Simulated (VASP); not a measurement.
A convergence study with VASP on MoS2 (space group no. 194 when undisturbed): one setting is varied, all else stays as given below, so the limit is that of these other settings. One atom is moved off its site, so that forces are finite.

```xyz
6
Lattice="1.5721 -2.7230 0.0000 1.5721 2.7230 0.0000 0.0000 0.0000 12.2385" Properties=species:S:1:pos:R:3 pbc="T T T"
Mo     1.5721     0.9077     3.1096
Mo     1.5721    -0.9077     9.1789
S      1.5721     0.9077    10.7576
S      1.5721    -0.9077     4.6384
S      1.5721    -0.9077     1.4809
S      1.5721     0.9077     7.6001
```

Level of theory: PBE GGA, VASP's PBE PAW potentials (set 64) (plane waves; VASP 6.6.1). The tightest run used: 720 eV cut-off, 9×9×2 Γ-centred mesh, Fermi-Dirac smearing of 0.010 eV, potentials Mo_sv S.

Q: The settings run are ENCUT = 105; ENCUT = 120; ENCUT = 135; ENCUT = 150; ENCUT = 165; ENCUT = 180; ENCUT = 210; ENCUT = 240; ENCUT = 270; ENCUT = 330; ENCUT = 360; ENCUT = 405; ENCUT = 450; ENCUT = 525; ENCUT = 600; ENCUT = 720. From which on does the stress (every component) stay within 0.2 GPa of the tightest run?

A: From ENCUT = 450 on: it is off by 0.13 there and by no more than 0.2 in any finer run, while ENCUT = 405 is off by 0.29.
| setting | E (eV/atom) | pressure (GPa) | largest force (eV/Å) | plane waves | difference judged (GPa) |
|---|---|---|---|---|---|
| ENCUT = 105 | 3.3774 | -667.59 | 4.300 | 273 | 674.25 |
| ENCUT = 120 | -2.3872 | -437.16 | 3.052 | 326 | 441.06 |
| ENCUT = 135 | -5.2692 | -273.11 | 2.251 | 387 | 277.99 |
| ENCUT = 150 | -6.3399 | -164.62 | 1.949 | 452 | 169.03 |
| ENCUT = 165 | -6.8051 | -98.29 | 1.647 | 523 | 101.58 |
| ENCUT = 180 | -7.0354 | -57.22 | 1.458 | 592 | 61.08 |
| ENCUT = 210 | -7.1857 | -16.24 | 1.433 | 749 | 20.00 |
| ENCUT = 240 | -7.2309 | -1.97 | 1.483 | 902 | 5.21 |
| ENCUT = 270 | -7.2467 | 2.13 | 1.491 | 1071 | 1.06 |
| ENCUT = 330 | -7.2516 | 2.70 | 1.489 | 1453 | 0.48 |
| ENCUT = 360 | -7.2521 | 2.70 | 1.491 | 1659 | 0.49 |
| ENCUT = 405 | -7.2532 | 2.89 | 1.492 | 1959 | 0.29 |
| ENCUT = 450 | -7.2539 | 3.06 | 1.493 | 2334 | 0.13 |
| ENCUT = 525 | -7.2542 | 3.14 | 1.493 | 2880 | 0.04 |
| ENCUT = 600 | -7.2544 | 3.14 | 1.493 | 3529 | 0.04 |
| ENCUT = 720 | -7.2545 | 3.18 | 1.493 | 4614 | 0.00 |

Left out are rungs that failed or repeat a setting and relaxations that didn't move; long series are thinned to 24 rows.

The structure is a typed MoS2 crystal (space group no. 194). The cell was not relaxed at this level, it is distorted from the ideal structure.
